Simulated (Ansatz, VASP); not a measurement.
**Pb2C: VASP beside Ansatz**

Wanted: the spread between two codes on one cell, functional and k mesh. The cell is generated by rule, not measured, and may not be a known phase. The cell is taken from a series of VASP runs on this material, whose earlier steps may have relaxed, scaled or displaced it; both programs get it as it stands.

Main program and level: Ansatz 0.2.0; plane waves, with VASP 6.6.1 beside it; band structure at PBEsol and band structure at PBEsol, spin-orbit coupling.

The structure was built from a prototype and need not be the compound's stable phase.

### Step 1. Starting point

It takes space group Fm-3m (No. 225, cubic). The conventional cell has a = 5.352 Å, b = 5.352 Å, c = 5.352 Å, α = 90.00°, β = 90.00°, γ = 90.00°. C has 8 Pb at 2.32 Å nearest. Pb has 4 C at 2.32 Å nearest. Farther neighbours are not listed.

### Step 2. Ansatz: band structure, PBEsol

Ansatz runs on its default PAW (the set named soft_2) files.

A single point gives forces, pressure and levels at one fixed geometry, so differences don't come from the geometry; what else differs is listed under the comparison.

The input, input.yaml:

```yaml
crystal:
  lattice:
    - [0.0, 2.67602, 2.67602]
    - [2.67602, 0.0, 2.67602]
    - [2.67602, 2.67602, 0.0]
  atoms:
    - { symbol: C, position: [0.0, 0.0, 0.0] }
    - { symbol: Pb, position: [0.25, 0.25, 0.25] }
    - { symbol: Pb, position: [0.75, 0.75, 0.75] }
hamiltonian:
  xc: pbesol
  pseudopotentials: { kind: paw }
kpoints:
  mp_grid: { grid: [12, 12, 12] }
  band_path:
    path:
      - [0.0, 0.0, 0.0]
      - [0.17391, 0.0, 0.17391]
      - [0.34783, 0.0, 0.34783]
      - [0.5, 0.0, 0.5]
      - [0.5, 0.08696, 0.58696]
      - [0.5, 0.18478, 0.68478]
      - [0.49457, 0.25543, 0.75]
      - [0.45109, 0.29891, 0.75]
      - [0.40761, 0.34239, 0.75]
      - [0.34239, 0.34239, 0.68478]
      - [0.21196, 0.21196, 0.42391]
      - [0.08152, 0.08152, 0.16304]
      - [0.04348, 0.04348, 0.04348]
      - [0.23913, 0.23913, 0.23913]
      - [0.41304, 0.41304, 0.41304]
      - [0.5163, 0.46739, 0.5163]
      - [0.55978, 0.38043, 0.55978]
      - [0.6087, 0.28261, 0.6087]
      - [0.60326, 0.25, 0.64674]
      - [0.55978, 0.25, 0.69022]
      - [0.5163, 0.25, 0.7337]
      - [0.5, 0.30435, 0.69565]
      - [0.5, 0.3913, 0.6087]
      - [0.5, 0.47826, 0.52174]
      - [0.47283, 0.47283, 0.55435]
      - [0.42391, 0.42391, 0.65217]
      - [0.38043, 0.38043, 0.73913]
      - [0.59239, 0.18478, 0.59239]
      - [0.54891, 0.09783, 0.54891]
      - [0.5, 0.0, 0.5]
    npoints: 1
scf:
  occupations: { method: gaussian, width: 0.02 }
  n_extra_bands: 7
output:
  forces: true
  stress: true
  eigenvalues: true
  write_density: true
  write_potential: true
  elf: true
  volumetric_format: npy
```

Command:

```console
> ansatz run input.yaml --threads 2 --pin off --max-ram 4608MiB --backend cpu --events-out ev --progress --plain --runs-dir out
```

Numbers of over 12 decimals in the logs are rounded to 6 here.

What it wrote:

```text
scf.n_extra_bands = 7 over 16 filled bands (N_el = 32.0): the run solves 23 bands
Engine: ansatz 0.2.0, aarch64-unknown-linux-gnu
Pseudopotentials: kind: paw
Pseudopotential: C, paw, valence charge 4, recommended cutoff 420 eV (normal), C.paw.azcp
Pseudopotential: Pb, paw, valence charge 14, recommended cutoff 420 eV (normal), Pb.paw.azcp
Functional definition: PBEsol
  exchange = pbesol_x
  correlation = pbesol_c
Crystal: 3 atoms, lattice volume = 38.326 Å³
Basis set: ecut = 420 eV, 725 PW (Γ), exchange–correlation on 54×54×54 points (8 copies of the dense FFT grid, shifted against one another)
Bands: 23, of which v1, the nominal top of the filled ones, is band 16 counted from 1 (15 counted from 0)
Symmetry: 48 space group operations
Space group: Fm-3m (ITA 225), of the structure as read, at distance tolerance 3.4e-5 Å
k-points: 72 of 1728
Non-local potential: C, projectors of the file, l = 0: 2, l = 1: 2, l = 2: 1
Non-local potential: Pb, projectors of the file, l = 0: 2, l = 1: 2, l = 2: 2, l = 3: 2
PAW form: soft (Blöchl's): semilocal exchange-correlation on the pseudo side does not see the compensation charge
PAW frozen core: C, regenerated for the run's functional, and the local potential with it (the file was generated under x = pbe(κ = 0.804, μ = 0.219515), c = pbe(β = 0.066725))
PAW frozen core: Pb, regenerated for the run's functional, and the local potential with it (the file was generated under x = pbe(κ = 0.804, μ = 0.219515), c = pbe(β = 0.066725))
PAW one-centre angular grid: C, 110 points (default); XC on 64 Gauss nodes
PAW one-centre angular grid: Pb, 590 points (default); XC on 64 Gauss nodes
Initial density: superposition of atomic densities (neutral atoms: chi_scale 0, normalization atom), corrected by the library's trained network
Initial wavefunctions: pseudopotential atomic-orbital guess
Functional: x = pbesol(κ = 0.804, μ = 0.123457), c = pbesol(β = 0.046)
SCF iter   1: F=—  HF=-23744.639837 eV  |F-HF|=—  |Δ(HF+E_count)|=         —  Δρ=1.45e-2  dr2=1.10e-1  ethr=1.77e-3  ⟨swp⟩=8.6  Hψ=10324  notcnv=0  defer=6
preconditioner: auto → none  [insulator: Δε(μ)=0.039 eV  Ē_g=20.433 eV  σ=0.020 eV  W_gap=0.59  n_scr=14 (ndim 8)  ℏωp=33.9 eV  f_vac=0.000  D(μ)=1.51/eV (n_scr^D=14)  ε∞_Penn≈3.8]
SCF iter   2: F=—  HF=-23744.615523 eV  |F-HF|=—  |Δ(HF+E_count)|=   2.43e-2  Δρ=5.33e-3  dr2=1.53e-2  ethr=3.42e-4  ⟨swp⟩=2.8  Hψ=2918  notcnv=0  defer=162
SCF iter   3: F=—  HF=-23744.611782 eV  |F-HF|=—  |Δ(HF+E_count)|=   3.74e-3  Δρ=7.04e-4  dr2=1.67e-4  ethr=4.77e-5  ⟨swp⟩=3.1  Hψ=2623  notcnv=0  defer=162
SCF iter   4: F=—  HF=-23744.611745 eV  |F-HF|=—  |Δ(HF+E_count)|=   3.72e-5  Δρ=2.08e-4  dr2=1.14e-5  ethr=5.23e-7  ⟨swp⟩=2.8  Hψ=2837  notcnv=0  defer=162
SCF iter   5: F=—  HF=-23744.611745 eV  |F-HF|=—  |Δ(HF+E_count)|=   2.21e-7  Δρ=2.29e-5  dr2=5.34e-8  ethr=3.55e-8  ⟨swp⟩=2.1  Hψ=2658  notcnv=0  defer=162
SCF iter   6: F=-23744.611745 eV  HF=-23744.611745 eV  |F-HF|=6.55e-10  |Δ(HF+E_count)|=   2.42e-8  Δρ=5.41e-6  dr2=5.42e-9  ethr=1.67e-10  ⟨swp⟩=15.5  Hψ=16439  notcnv=0
SCF 1 converged in 6 iterations: F = -23744.611745 eV  dr2 = 5.42e-9
  greatest PAW one-centre occupation: 0.979 electrons in one spin orbital (limit 2), on the Pb atom at site 2 (counted from 0), in its partial waves of l = 2
NSCF: frozen V_eff on 30 k-points
SCF converged after 6 iterations
Free energy (F): -23744.611745 eV
Harris-Foulkes:  -23744.611745 eV  (|F-HF|=6.55e-10)
Internal energy: -23744.611446 eV  (E = F + TS)
E sigma→0 (E₀):  -23744.611596 eV
Entropy (-TS):   -0.000299 eV (-0.100 meV/atom)
Fermi energy:    22.448502 eV
--- Per-component energies (eV) ---
  E_band       = 252.911490
  E_kinetic    = 707.905300
  E_local      = -1327.383629  (includes V_loc(G=0)·N_el)
  E_nonlocal   = 738.230077
  E_hartree    = 581.426017
  E_xc         = -501.702215
  E_vxc        = -345.622197  (∫ρ·V_xc dr)
  E_paw        = -20610.470338  (= ΣΔE_a)
  E_vpaw       = -683.067862  (= ΣTr[D̂ρ^β])
  E_aug_tail   = 0.000114  (compensation charges beyond the density's cutoff)
  E_ewald      = -3332.762106
  E_core_change = 0.145334  (= ΣΔE_core)
  E_smearing   = -0.000299  (= −TS)
  E_closure    = 0.000000  (closes the sum)
  Σ components = -23744.611745   (vs F -23744.611745, Δ=0.00e0)
--- Forces (eV/Å), atoms counted from 1 ---
  atom   1  C     -0.00000000     0.00000000     0.00000000
  atom   2  Pb    -0.00000000     0.00000000     0.00000000
  atom   3  Pb    -0.00000000    -0.00000000    -0.00000000
  max |Σ_I F_I| component: 9.25e-17 eV/Å
--- Stress (GPa, compression-positive) ---
      141.840698       0.000000      -0.000000
        0.000000     141.840698      -0.000000
        0.000000       0.000000     141.840698
  P = ⅓ Tr σ = 141.8407 GPa (1418.407 kbar)
--- Band table (eV; the first three rows and the last of 72) ---
  k-point 0: bands = [... 12 lower, 19.5753, 19.5753, 19.5753, 21.0645, 21.0645, 21.0645, 22.3780, 28.6065, ... 3 higher]
  k-point 1: bands = [... 12 lower, 18.6950, 19.3219, 19.3219, 20.6944, 21.4225, 21.4225, 23.9287, 28.1594, ... 3 higher]
  k-point 2: bands = [... 12 lower, 17.5830, 18.8987, 18.8987, 21.1766, 22.1063, 22.1063, 25.2407, 28.1360, ... 3 higher]
  k-point 71: bands = [... 12 lower, 11.2210, 13.2857, 22.1058, 22.1058, 22.7487, 23.1980, 28.5237, 28.5237, ... 3 higher]
```

Elapsed: 5.8 s, on 2 threads of Arm Neoverse N1, shared host; peak memory 0.33 GiB.

### Step 3. VASP: band structure, PBEsol

The same cell, functional, mesh and smearing now go to VASP, with its own data sets and cutoff.

Lines of VASP's logs that name or quote its potential files are left out, and so is its time.

The input, INCAR:

```
SYSTEM = Pb2C
PREC = Accurate
ENCUT = 520
EDIFF = 1E-06
NELM = 100
ISMEAR = 0
SIGMA = 0.02
LREAL = .FALSE.
ALGO = Normal
GGA = PS
NBANDS = 29
LORBIT = 11
LWAVE = .FALSE.
LCHARG = .FALSE.
KPAR = 4
ISIF = 2
```

The input, POSCAR:

```
Pb2C
1.0
    0.0000000000      2.6760200000      2.6760200000
    2.6760200000      0.0000000000      2.6760200000
    2.6760200000      2.6760200000      0.0000000000
C Pb
1 2
Direct
    0.0000000000      0.0000000000      0.0000000000
    0.2500000000      0.2500000000      0.2500000000
    0.7500000000      0.7500000000      0.7500000000
```

The input, KPOINTS:

```
Automatic mesh
0
Gamma
12 12 12
0 0 0
```

The input, KPOINTS_OPT:

```
Line mode
24
Line-mode
Reciprocal
  0.00000000   0.00000000   0.00000000 GAMMA
  0.50000000   0.00000000   0.50000000 X

  0.50000000   0.00000000   0.50000000 X
  0.50000000   0.25000000   0.75000000 W

  0.50000000   0.25000000   0.75000000 W
  0.37500000   0.37500000   0.75000000 K

  0.37500000   0.37500000   0.75000000 K
  0.00000000   0.00000000   0.00000000 GAMMA

  0.00000000   0.00000000   0.00000000 GAMMA
  0.50000000   0.50000000   0.50000000 L

  0.50000000   0.50000000   0.50000000 L
  0.62500000   0.25000000   0.62500000 U

  0.62500000   0.25000000   0.62500000 U
  0.50000000   0.25000000   0.75000000 W

  0.50000000   0.25000000   0.75000000 W
  0.50000000   0.50000000   0.50000000 L

  0.50000000   0.50000000   0.50000000 L
  0.37500000   0.37500000   0.75000000 K

  0.62500000   0.25000000   0.62500000 U
  0.50000000   0.00000000   0.50000000 X
```

PAW data sets: C and Pb_d (PBE family, release 64).

Command:

```console
> mpirun -np 4 vasp_std
```

What it wrote:

```text
[banner, memory and clock lines left out]
running    4 mpi-ranks, on    1 nodes
 distrk:  each k-point on    1 cores,    4 groups
 distr:  one band on    1 cores,    1 groups

 POSCAR found type information on POSCAR C Pb
 POSCAR found :  2 types and       3 ions
|                                                                             |
|               ----> ADVICE to this user running VASP <----                  |
|                                                                             |
|     You enforced a specific xc type in the INCAR file but a different       |
|     [... a line on the potential file left out ...]
|     I HOPE YOU KNOW WHAT YOU ARE DOING!                                     |
|                                                                             |

 LDA part: xc-table for (Slater+PW92), standard interpolation
 POSCAR, INCAR and KPOINTS ok, starting setup
 FFT: planning ... GRIDC
 FFT: planning ... GRID_SOFT
 FFT: planning ... GRID
 WAVECAR not read
 entering main loop
       N       E                     dE             d eps       ncg     rms          rms(c)
DAV:   1     0.363903489597E+03    0.36390E+03   -0.14930E+04  4410   0.162E+03
DAV:   2     0.272464900315E+02   -0.33666E+03   -0.31573E+03  4234   0.413E+02
DAV:   3    -0.667046284991E+01   -0.33917E+02   -0.32501E+02  4874   0.137E+02
DAV:   4    -0.787170888090E+01   -0.12012E+01   -0.11948E+01  5214   0.260E+01
DAV:   5    -0.791192443000E+01   -0.40216E-01   -0.40207E-01  5571   0.466E+00    0.763E+00
DAV:   6    -0.574948845694E+01    0.21624E+01   -0.22096E+00  6235   0.254E+01    0.228E+00
DAV:   7    -0.570735448139E+01    0.42134E-01   -0.73054E-01  4888   0.443E+00    0.149E+00
DAV:   8    -0.566968685384E+01    0.37668E-01   -0.84035E-02  6457   0.165E+00    0.379E-01
DAV:   9    -0.566310996029E+01    0.65769E-02   -0.45617E-03  6586   0.981E-01    0.972E-02
DAV:  10    -0.566305477241E+01    0.55188E-04   -0.16347E-03  5798   0.206E-01    0.215E-02
DAV:  11    -0.566305933115E+01   -0.45587E-05   -0.69874E-05  5412   0.524E-02    0.122E-02
DAV:  12    -0.566305760243E+01    0.17287E-05   -0.19921E-06  3716   0.145E-02    0.667E-03
DAV:  13    -0.566305608052E+01    0.15219E-05   -0.11771E-06  4559   0.110E-02    0.747E-04
DAV:  14    -0.566305582397E+01    0.25655E-06   -0.57142E-07  2981   0.558E-03
   1 F= -.56630558E+01 E0= -.56629007E+01  d E =-.310305E-03
 Start KPOINTS_OPT (optional k-point list driver)
k-point batch [1-72\240]
       N       E                     dE             ncg
DAV:   1     0.298537637017E+05   -0.45618E+05     4431
DAV:   2     0.598391958209E+04   -0.23870E+05     4209
DAV:   3     0.368075743821E+04   -0.23032E+04     4977
DAV:   4     0.360222746158E+04   -0.78530E+02     5153
DAV:   5     0.359945043613E+04   -0.27770E+01     5846
DAV:   6     0.359936121482E+04   -0.89221E-01     5511
DAV:   7     0.359935978865E+04   -0.14262E-02     5868
DAV:   8     0.359935977472E+04   -0.13927E-04     4420
DAV:   9     0.359935977408E+04   -0.64271E-06     3023
[...]
k-point batch [217-240\240]
       N       E                     dE             ncg
DAV:   1     0.648354496812E+05   -0.20863E+05     1439
DAV:   2     0.566543838018E+05   -0.81811E+04     1400
DAV:   3     0.558470580328E+05   -0.80733E+03     1654
DAV:   4     0.558202119949E+05   -0.26846E+02     1785
DAV:   5     0.558192978627E+05   -0.91413E+00     1934
DAV:   6     0.558192732241E+05   -0.24639E-01     1825
DAV:   7     0.558192728749E+05   -0.34924E-03     1883
DAV:   8     0.558192728706E+05   -0.42749E-05     1482
DAV:   9     0.558192728704E+05   -0.18526E-06      995
```

OUTCAR, selected parts (step 3):

```text
ion  position               nearest neighbor table
   1  0.000  0.000  0.000-   2 2.32   3 2.32   3 2.32   3 2.32   3 2.32   2 2.32   2 2.32   2 2.32

  LATTYP: Found a face centered cubic cell.
 ALAT       =     5.3520400000

 Subroutine GETGRP returns: Found 48 space group operations
 (whereof 48 operations were pure point group operations)

The static configuration has the point symmetry O_h .

 Found     72 irreducible k-points:

   k-points           NKPTS =     72   k-points in BZ     NKDIM =     72   number of bands    NBANDS=     29

   dimension x,y,z NGX =    28 NGY =   28 NGZ =   28
   dimension x,y,z NGXF=    56 NGYF=   56 NGZF=   56

   ENCUT  =  520.0 eV  38.22 Ry    6.18 a.u.   7.04  7.04  7.04*2*pi/ulx,y,z

   NELECT =      32.0000    total number of electrons

 k-points in reciprocal lattice and weights: Automatic mesh
   0.00000000  0.00000000  0.00000000       0.001
   0.08333333  0.00000000  0.00000000       0.005
   0.16666667  0.00000000  0.00000000       0.005
   0.25000000  0.00000000  0.00000000       0.005
   0.33333333  0.00000000  0.00000000       0.005
   0.41666667  0.00000000  0.00000000       0.005
   0.50000000  0.00000000  0.00000000       0.002
   0.08333333  0.08333333  0.00000000       0.003
   0.16666667  0.08333333  0.00000000       0.014
[...]
-0.33333333  0.50000000  0.16666667       0.007
  -0.25000000  0.50000000  0.25000000       0.003

 average (electrostatic) potential at core
       1 -39.9680       2 -82.3062       3 -82.3062

 E-fermi :  16.1601

 k-point     1 :       0.0000    0.0000    0.0000
  band No.  band energies     occupation
    ...
     15      13.2921      2.00000
     16      14.7646      2.00000
     17      14.7646      2.00000
     18      14.7646      2.00000
     19      16.0721      2.00000
     20      22.3234      0.00000
     21      22.3234      0.00000
     22      22.3234      0.00000
     23      24.5959      0.00000
     24      26.8833      0.00000
    ...

 k-point     2 :       0.0833    0.0000    0.0000
  band No.  band energies     occupation
    ...
     14      13.0374      2.00000
     15      13.0374      2.00000
     16      14.4006      2.00000
     17      15.1247      2.00000
     18      15.1247      2.00000
     19      17.6278      0.00000
     20      21.8763      0.00000
     21      22.1523      0.00000
     22      22.1523      0.00000
     23      25.5759      0.00000
    ...

 k-point     3 :       0.1667    0.0000    0.0000
  band No.  band energies     occupation
    ...
     14      12.6136      2.00000
     15      12.6136      2.00000
     16      14.8880      2.00000
     17      15.8105      2.00000
     18      15.8105      2.00000
     19      18.9463      0.00000
     20      21.8513      0.00000
     21      21.8513      0.00000
     22      22.1309      0.00000
     23      27.5032      0.00000
    ...

  Total       33.9638590     33.9638590     33.9638590     -0.0000000      0.0000000      0.0000000
  in kB     1419.8077792   1419.8077792   1419.8077792     -0.0000000      0.0000000      0.0000000
  external PRESSURE =    1419.8077792 kB  Pullay stress =       0.0000000 kB

  energy-cutoff  :      520.00
  volume of cell :       38.33
      direct lattice vectors                 reciprocal lattice vectors
     0.000000000  2.676020000  2.676020000    -0.186844642  0.186844642  0.186844642
     2.676020000  0.000000000  2.676020000     0.186844642 -0.186844642  0.186844642
     2.676020000  2.676020000  0.000000000     0.186844642  0.186844642 -0.186844642

 POSITION                                       TOTAL-FORCE (eV/Angst)
 -----------------------------------------------------------------------------------
      0.00000      0.00000      0.00000         0.000000      0.000000      0.000000
      1.33801      1.33801      1.33801        -0.000000     -0.000000     -0.000000
      4.01403      4.01403      4.01403         0.000000      0.000000      0.000000
 -----------------------------------------------------------------------------------
    total drift:                                0.000000      0.000000      0.000000

  FREE ENERGIE OF THE ION-ELECTRON SYSTEM (eV)
  ---------------------------------------------------
  free  energy   TOTEN  =        -5.6630558240 eV

  energy  without entropy=       -5.6627455185  energy(sigma->0) =       -5.66290067

 total charge
# of ion       s       p       d       tot
------------------------------------------
    1        1.043   1.388   0.000   2.432
    2        1.415   1.256   9.994  12.665
    3        1.415   1.256   9.994  12.665
--------------------------------------------------
tot          3.874   3.900  19.988  27.762

[... 3 further parts left out ...]
```

The run ends at a pressure of 141.98 GPa.

### Step 4. Side by side

Known differences besides the potentials themselves: the cutoff is 420 eV in Ansatz and 520 eV in VASP; Ansatz makes its cores anew for this functional, VASP keeps those of its PBE data sets; VASP leaves aspherical gradient terms in its spheres out (LASPH is not set), Ansatz keeps them. Total energies have different zeros and are not compared.

The two programs side by side:

| quantity | Ansatz | VASP | difference |
| --- | --- | --- | --- |
| pressure (GPa) | 141.84 | 141.98 | -0.14 |
| pressure without Ansatz's Pulay correction (GPa) | 141.66 | 141.98 | -0.32 |

Levels from 3 eV below to 2 eV above the Fermi level differ by 6 meV r.m.s. and 18 meV at most; each VASP level is matched to the nearest of Ansatz, which flatters the figure a little. Ansatz's pressure holds a Pulay correction of 0.18 GPa; VASP's holds none.

[end of part 1 of 2]

[Lines on the potential files, build, host, timing and source positions are cut from VASP's logs without a mark.]

[Logs are printed without paths, hosts, clocks, repeated set-up lines and the standing remarks that a program may print on its own settings, such as how far it seeks lower states.]

[Hosts, paths, dates, database ids (printed as entryN), source tags and the programs' standing remarks are cut or masked in the printed files.]
